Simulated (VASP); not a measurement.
## Quasiparticle energies of CdS (Greenockite) in VASP

Wanted: how far GW moves the Kohn-Sham levels of CdS (Greenockite). The cell is of the wurtzite type, one of the forms listed for this formula. The start is a cell from a database of measured crystal structures.

Method: PBE, spin-orbit coupling; plane waves and PAW (Cd_GW, S_GW), in the first sound run; inputs show where later runs differ, in VASP 6.6.1.

### Step 1. The structure

Symmetry: P6_3mc, No. 186, hexagonal system. The conventional cell has a = 4.137 Å, b = 4.137 Å, c = 6.714 Å, α = 90.00°, β = 90.00°, γ = 120.00°. Cd has 4 S at 2.52 to 2.53 Å nearest. S has 4 Cd at 2.52 to 2.53 Å nearest. Farther neighbours and most contacts between anions are not listed.

### Step 2. Ground state

The orbitals come from a self-consistent PBE run with a tight EDIFF and a narrow smearing. KPOINTS_OPT adds the bands along a path, which shows whether the mesh holds the band edges.

File INCAR:

```
SYSTEM = CdS
PREC = Accurate
ENCUT = 300
EDIFF = 1E-08
NELM = 100
ISMEAR = 0
SIGMA = 0.01
LREAL = .FALSE.
ALGO = Normal
GGA = PE
LNONCOLLINEAR = .TRUE.
MAGMOM = 0 0 0 0 0 0 0 0 0 0 0 0
NBANDS = 48
GGA_COMPAT = .FALSE.
LASPH = .TRUE.
LSORBIT = .TRUE.
LORBIT = 11
LWAVE = .TRUE.
LCHARG = .FALSE.
KPAR = 2
```

File POSCAR:

```
CdS
1.0
    4.1370000000      0.0000000000      0.0000000000
   -2.0685000000      3.5827470955      0.0000000000
    0.0000000000      0.0000000000      6.7144000000
Cd S
2 2
Direct
    0.6666666667      0.3333333333      0.0000000000
    0.3333333333      0.6666666667      0.5000000000
    0.6666666667      0.3333333333      0.3750000000
    0.3333333333      0.6666666667      0.8750000000
```

File KPOINTS:

```
Automatic mesh
0
Gamma
3 3 2
0 0 0
```

File KPOINTS_OPT:

```
Line mode
12
Line-mode
Reciprocal
  0.00000000   0.00000000   0.00000000 GAMMA
  0.50000000   0.00000000   0.00000000 M

  0.50000000   0.00000000   0.00000000 M
  0.33333333   0.33333333   0.00000000 K

  0.33333333   0.33333333   0.00000000 K
  0.00000000   0.00000000   0.00000000 GAMMA

  0.00000000   0.00000000   0.00000000 GAMMA
  0.00000000   0.00000000   0.50000000 A

  0.00000000   0.00000000   0.50000000 A
  0.50000000   0.00000000   0.50000000 L

  0.50000000   0.00000000   0.50000000 L
  0.33333333   0.33333333   0.50000000 H

  0.33333333   0.33333333   0.50000000 H
  0.00000000   0.00000000   0.50000000 A

  0.50000000   0.00000000   0.50000000 L
  0.50000000   0.00000000   0.00000000 M

  0.33333333   0.33333333   0.00000000 K
  0.33333333   0.33333333   0.50000000 H
```

PAW data sets: Cd_GW and S_GW (PBE family, release 64).

On the command line:

```console
> mpirun -np 8 vasp_ncl
```

The program printed:

```text
[banner, memory and clock lines left out]
running    8 mpi-ranks, on    1 nodes
 distrk:  each k-point on    4 cores,    2 groups
 distr:  one band on    1 cores,    4 groups

 POSCAR found type information on POSCAR CdS
 POSCAR found :  2 types and       4 ions
|                                                                             |
|           W    W    AA    RRRRR   N    N  II  N    N   GGGG   !!!           |
|           W    W   A  A   R    R  NN   N  II  NN   N  G    G  !!!           |
|           W    W  A    A  R    R  N N  N  II  N N  N  G       !!!           |
|           W WW W  AAAAAA  RRRRR   N  N N  II  N  N N  G  GGG   !            |
|           WW  WW  A    A  R   R   N   NN  II  N   NN  G    G                |
|           W    W  A    A  R    R  N    N  II  N    N   GGGG   !!!           |
|                                                                             |
|     For optimal performance we recommend to set                             |
|       NCORE = 2 up to number-of-cores-per-socket                            |
|     NCORE specifies how many cores store one orbital (NPAR=cpu/NCORE).      |
|     This setting can greatly improve the performance of VASP for DFT.       |
|     The default, NCORE=1 might be grossly inefficient on modern             |
|     multi-core architectures or massively parallel machines. Do your        |
|     Unfortunately you need to use the default for GW and RPA                |
|     calculations (for HF NCORE is supported but not extensively tested      |
|     yet).                                                                   |
|                                                                             |

 LDA part: xc-table for (Slater+PW92), standard interpolation
 POSCAR, INCAR and KPOINTS ok, starting setup
 FFT: planning ... GRIDC
 FFT: planning ... GRID_SOFT
 FFT: planning ... GRID
 WAVECAR not read
 entering main loop
       N       E                     dE             d eps       ncg     rms          rms(c)
DAV:   1     0.199622520513E+03    0.19962E+03   -0.12860E+04   608   0.926E+02
DAV:   2     0.690263825310E+00   -0.19893E+03   -0.19203E+03   904   0.339E+02
DAV:   3    -0.124442837764E+02   -0.13135E+02   -0.12999E+02   776   0.782E+01
DAV:   4    -0.133583348106E+02   -0.91405E+00   -0.91231E+00   992   0.240E+01
DAV:   5    -0.133889216275E+02   -0.30587E-01   -0.30571E-01   872   0.390E+00    0.104E+01
DAV:   6    -0.122587884629E+02    0.11301E+01   -0.19266E+00   744   0.151E+01    0.835E+00
DAV:   7    -0.122391775661E+02    0.19611E-01   -0.11929E+00   720   0.629E+00    0.273E+00
DAV:   8    -0.122302241554E+02    0.89534E-02   -0.13034E-01   744   0.344E+00    0.670E-01
DAV:   9    -0.122288457904E+02    0.13784E-02   -0.14502E-02   728   0.142E+00    0.325E-01
DAV:  10    -0.122293315640E+02   -0.48577E-03   -0.35805E-03   888   0.473E-01    0.632E-02
DAV:  11    -0.122294172092E+02   -0.85645E-04   -0.10328E-03   728   0.369E-01    0.459E-02
DAV:  12    -0.122294738466E+02   -0.56637E-04   -0.14872E-04   776   0.117E-01    0.499E-03
DAV:  13    -0.122294783162E+02   -0.44695E-05   -0.24051E-05   936   0.351E-02    0.337E-03
DAV:  14    -0.122294790545E+02   -0.73838E-06   -0.28757E-06   856   0.125E-02    0.196E-03
DAV:  15    -0.122294790601E+02   -0.55775E-08   -0.46313E-07   880   0.471E-03    0.916E-04
DAV:  16    -0.122294790876E+02   -0.27505E-07   -0.56779E-08   632   0.184E-03    0.329E-04
DAV:  17    -0.122294791034E+02   -0.15740E-07   -0.20859E-08   584   0.112E-03    0.250E-04
DAV:  18    -0.122294791045E+02   -0.11564E-08   -0.26877E-09   424   0.623E-04
   1 F= -.12229479E+02 E0= -.12229479E+02  d E =-.716103E-20  mag=    -0.0000    -0.0000    -0.0000
 Start KPOINTS_OPT (optional k-point list driver)
k-point batch [1-6\108]
       N       E                     dE             ncg
DAV:   1     0.583792461789E+03    0.13737E+03      616
DAV:   2    -0.609175631316E+03   -0.11930E+04      904
DAV:   3    -0.691817279793E+03   -0.82642E+02      800
DAV:   4    -0.696440755491E+03   -0.46235E+01     1008
DAV:   5    -0.696614150955E+03   -0.17340E+00      864
DAV:   6    -0.696628194852E+03   -0.14044E-01     1032
DAV:   7    -0.696628634080E+03   -0.43923E-03      864
DAV:   8    -0.696628678717E+03   -0.44636E-04     1080
DAV:   9    -0.696628679368E+03   -0.65124E-06      832
DAV:  10    -0.696628679428E+03   -0.60505E-07      856
DAV:  11    -0.696628679429E+03   -0.50613E-09      496
[...]
k-point batch [103-108\108]
       N       E                     dE             ncg
DAV:   1     0.423568094597E+03   -0.49013E+04      616
DAV:   2    -0.691912360575E+03   -0.11155E+04      896
DAV:   3    -0.759006255996E+03   -0.67094E+02      776
DAV:   4    -0.763321889877E+03   -0.43156E+01     1024
DAV:   5    -0.763435235725E+03   -0.11335E+00      800
DAV:   6    -0.763444906818E+03   -0.96711E-02     1080
DAV:   7    -0.763445291471E+03   -0.38465E-03      736
DAV:   8    -0.763445330405E+03   -0.38933E-04     1080
DAV:   9    -0.763445332429E+03   -0.20245E-05      744
DAV:  10    -0.763445332569E+03   -0.14014E-06      912
DAV:  11    -0.763445332579E+03   -0.95088E-08      416
 writing wavefunctions
```

Wall time 92 s (8 MPI ranks of Intel Xeon Platinum 8259CL at 2.50GHz (Skylake/Cascade Lake), shared host); peak memory 1.5 GiB; 11 min of CPU time.

Lines that name or quote the potential files are left out of all logs, and their timing lines are given in words.

OUTCAR, selected parts (step 2):

```text
ion  position               nearest neighbor table
   1  0.667  0.333  0.000-   3 2.52   4 2.53   4 2.53   4 2.53
   2  0.333  0.667  0.500-   4 2.52   3 2.53   3 2.53   3 2.53
   3  0.667  0.333  0.375-   1 2.52   2 2.53   2 2.53   2 2.53
   4  0.333  0.667  0.875-   2 2.52   1 2.53   1 2.53   1 2.53

  LATTYP: Found a hexagonal cell.
 ALAT       =     4.1370000000
 C/A-ratio  =     1.6230118443

 Subroutine GETGRP returns: Found 12 space group operations
 (whereof  6 operations were pure point group operations)

The static configuration has the point symmetry C_3v.
 The point group associated with its full space group is C_6v.

 Found      6 irreducible k-points:

   k-points           NKPTS =      6   k-points in BZ     NKDIM =      6   number of bands    NBANDS=     48

   dimension x,y,z NGX =    24 NGY =   24 NGZ =   40
   dimension x,y,z NGXF=    48 NGYF=   48 NGZF=   80

   ENCUT  =  300.0 eV  22.05 Ry    4.70 a.u.   5.84  5.84  9.48*2*pi/ulx,y,z

   NELECT =      36.0000    total number of electrons

 k-points in reciprocal lattice and weights: Automatic mesh
   0.00000000  0.00000000  0.00000000       0.056
   0.33333333  0.00000000  0.00000000       0.333
   0.33333333  0.33333333  0.00000000       0.111
   0.00000000  0.00000000  0.50000000       0.056
   0.33333333  0.00000000  0.50000000       0.333
   0.33333333  0.33333333  0.50000000       0.111

 average (electrostatic) potential at core
       1 -68.6035       2 -68.6035       3 -91.0628       4 -91.0628

 E-fermi :   2.7410

 k-point     1 :       0.0000    0.0000    0.0000
  band No.  band energies     occupation
    ...
     32       2.6047      1.00000
     33       2.6617      1.00000
     34       2.6617      1.00000
     35       2.6791      1.00000
     36       2.6791      1.00000
     37       3.8549      0.00000
     38       3.8549      0.00000
     39       5.4316      0.00000
     40       5.4316      0.00000
     41       8.8815      0.00000
    ...

 k-point     2 :       0.3333    0.0000    0.0000
  band No.  band energies     occupation
    ...
     32       1.0276      1.00000
     33       1.7987      1.00000
     34       1.8500      1.00000
     35       2.0972      1.00000
     36       2.1139      1.00000
     37       6.0728      0.00000
     38       6.0918      0.00000
     39       6.6375      0.00000
     40       6.6451      0.00000
     41       8.0035      0.00000
    ...

 k-point     3 :       0.3333    0.3333    0.0000
  band No.  band energies     occupation
    ...
     32       0.7980      1.00000
     33       0.7980      1.00000
     34       0.8291      1.00000
     35       1.0414      1.00000
     36       1.0414      1.00000
     37       7.2753      0.00000
     38       7.2753      0.00000
     39       7.7159      0.00000
     40       7.7508      0.00000
     41       7.7627      0.00000
    ...

  Total        1.6932055      1.6932055      1.5723333      0.0000000      0.0000000     -0.0000000
  in kB       27.2590912     27.2590912     25.3131573      0.0000000      0.0000000     -0.0000000
  external PRESSURE =      26.6104466 kB  Pullay stress =       0.0000000 kB

  energy-cutoff  :      300.00
  volume of cell :       99.52
      direct lattice vectors                 reciprocal lattice vectors
     4.137000000  0.000000000  0.000000000     0.241721054  0.139557716  0.000000000
    -2.068500000  3.582747095  0.000000000     0.000000000  0.279115431  0.000000000
     0.000000000  0.000000000  6.714400000     0.000000000  0.000000000  0.148933635

 POSITION                                       TOTAL-FORCE (eV/Angst)
 -----------------------------------------------------------------------------------
      2.06850      1.19425      0.00000        -0.000000     -0.000000     -0.021531
     -0.00000      2.38850      3.35720         0.000000     -0.000000     -0.021531
      2.06850      1.19425      2.51790        -0.000000      0.000000      0.021531
     -0.00000      2.38850      5.87510         0.000000      0.000000      0.021531
 -----------------------------------------------------------------------------------
    total drift:                                0.000000     -0.000000      0.000156

  FREE ENERGIE OF THE ION-ELECTRON SYSTEM (eV)
  ---------------------------------------------------
  free  energy   TOTEN  =       -12.2294791045 eV

  energy  without entropy=      -12.2294791045  energy(sigma->0) =      -12.22947910

 Spin-Orbit-Coupling matrix elements
 Ion:    1  E_soc:     -0.0565182
 Ion:    2  E_soc:     -0.0565182
 Ion:    3  E_soc:     -0.0023424
 Ion:    4  E_soc:     -0.0023424

 total charge
# of ion       s       p       d       f       tot
--------------------------------------------------
    1        0.486   0.424   9.706   0.024  10.641
    2        0.486   0.424   9.706   0.024  10.641
    3        1.308   2.389   0.024   0.000   3.721
    4        1.308   2.389   0.024   0.000   3.721
--------------------------------------------------
tot          3.587   5.626  19.461   0.049  28.723

 magnetization (x)
# of ion       s       p       d       f       tot
--------------------------------------------------
    1       -0.000   0.000  -0.000   0.000  -0.000
    2       -0.000  -0.000   0.000   0.000  -0.000
    3        0.000   0.000   0.000   0.000   0.000
    4        0.000   0.000   0.000   0.000   0.000
--------------------------------------------------
tot         -0.000  -0.000   0.000   0.000  -0.000

 magnetization (y)
# of ion       s       p       d       f       tot
--------------------------------------------------
    1        0.000   0.000   0.000   0.000   0.000
    2        0.000   0.000   0.000   0.000   0.000
    3        0.000   0.000   0.000   0.000   0.000
    4        0.000   0.000   0.000   0.000   0.000
--------------------------------------------------
tot          0.000   0.000   0.000   0.000   0.000

 magnetization (z)
# of ion       s       p       d       f       tot
--------------------------------------------------
    1        0.000   0.000   0.000   0.000   0.000
    2        0.000  -0.000   0.000   0.000  -0.000
    3       -0.000  -0.000   0.000   0.000  -0.000
    4       -0.000  -0.000   0.000   0.000  -0.000
--------------------------------------------------
tot         -0.000  -0.000   0.000   0.000  -0.000

[... 3 further parts left out ...]
```

LASPH is switched on together with spin-orbit coupling, so the change from the scalar run holds both.

This step gave:

```
free energy (TOTEN)               : -12.23 eV
Fermi energy                      : 2.741 eV
pressure                          : 2.661 GPa
least gap on mesh and path        : 1.176 eV
least direct gap on mesh and path : 1.176 eV
```

The spin moment in the PAW sphere vanishes on all atoms.

On-site spin-orbit energy by atom:

```
atom  on-site spin-orbit energy (eV)
 Cd1                         -0.0565
 Cd2                         -0.0565
  S3                         -0.0023
  S4                         -0.0023
```

The highest empty bands on the path are converged less tightly, to about 0.1 eV. The electronic bands at the labelled points (eV, zero at the valence-band top; v1 is the highest filled band, c1 the lowest empty one):

```
          point     v4     v3     v2     v1    c1    c2    c3    c4
              Γ  -0.02  -0.02   0.00   0.00  1.18  1.18  2.75  2.75
0.45 of the way  -0.47  -0.43  -0.34  -0.32  2.79  2.80  3.91  3.91
              M  -1.33  -1.33  -0.76  -0.76  3.68  3.68  3.85  3.85
0.55 of the way  -1.51  -1.50  -1.28  -1.28  4.38  4.38  4.77  4.77
              K  -1.88  -1.85  -1.64  -1.64  4.60  4.60  5.04  5.07
0.55 of the way  -0.58  -0.57  -0.57  -0.52  3.16  3.17  4.34  4.34
              Γ  -0.02  -0.02   0.00   0.00  1.18  1.18  2.75  2.75
0.45 of the way  -0.13  -0.13  -0.10  -0.10  1.96  1.96  2.82  2.82
              A  -0.40  -0.40  -0.40  -0.40  2.82  2.82  2.82  2.82
0.45 of the way  -0.86  -0.86  -0.84  -0.84  3.77  3.77  3.78  3.78
              L  -1.34  -1.34  -1.34  -1.34  3.44  3.44  3.44  3.44
0.55 of the way  -1.20  -1.20  -1.18  -1.18  4.02  4.02  4.06  4.06
              H  -1.15  -1.15  -1.14  -1.14  4.34  4.34  4.39  4.39
0.45 of the way  -1.29  -1.29  -1.25  -1.25  4.13  4.13  4.18  4.18
              A  -0.40  -0.40  -0.40  -0.40  2.82  2.82  2.82  2.82
      jump to L  -1.34  -1.34  -1.34  -1.34  3.44  3.44  3.44  3.44
0.45 of the way  -1.13  -1.13  -0.98  -0.98  3.26  3.26  3.87  3.87
              M  -1.33  -1.33  -0.76  -0.76  3.68  3.68  3.85  3.85
      jump to K  -1.88  -1.85  -1.64  -1.64  4.60  4.60  5.04  5.07
0.55 of the way  -1.49  -1.45  -1.45  -1.43  4.68  4.69  4.72  4.72
              H  -1.15  -1.15  -1.14  -1.14  4.34  4.34  4.39  4.39
```

Of the projections kept (Cd, S), the largest for each band there; the rest of the weight can lie on other orbitals:

```
point      v4      v3      v2      v1       c1       c2       c3       c4
    Γ  S 0.77  S 0.77  S 0.77  S 0.77  Cd 0.56  Cd 0.56  Cd 0.69  Cd 0.69
    M  S 0.70  S 0.70  S 0.75  S 0.75  Cd 0.56  Cd 0.56  Cd 0.72  Cd 0.72
    K  S 0.69  S 0.69  S 0.70  S 0.70  Cd 0.68  Cd 0.68  Cd 0.50   S 0.51
    Γ  S 0.77  S 0.77  S 0.77  S 0.77  Cd 0.56  Cd 0.56  Cd 0.69  Cd 0.69
    A  S 0.76  S 0.76  S 0.76  S 0.76  Cd 0.54  Cd 0.54  Cd 0.54  Cd 0.54
    L  S 0.73  S 0.73  S 0.73  S 0.73  Cd 0.66  Cd 0.66  Cd 0.66  Cd 0.66
```

The cell has a gap of 1.18 eV on mesh and path and a pressure of +2.7 GPa, which holds the misfit of the given cell and coordinates with this functional, and any error of cutoff, mesh and data sets.

(Continued in part 2 of 3.)

[Lines on the potential files, build, host, timing and source positions are cut from VASP's logs without a mark.]

[Logs are printed without paths, hosts, clocks, repeated set-up lines and the standing remarks that a program may print on its own settings, such as how far it seeks lower states.]

[Hosts, paths, dates, database ids (printed as entryN), source tags and the programs' standing remarks are cut or masked in the printed files.]

[Pressures printed for these runs are not shown converged in the cutoff: they can be off by several GPa and have the wrong sign.]
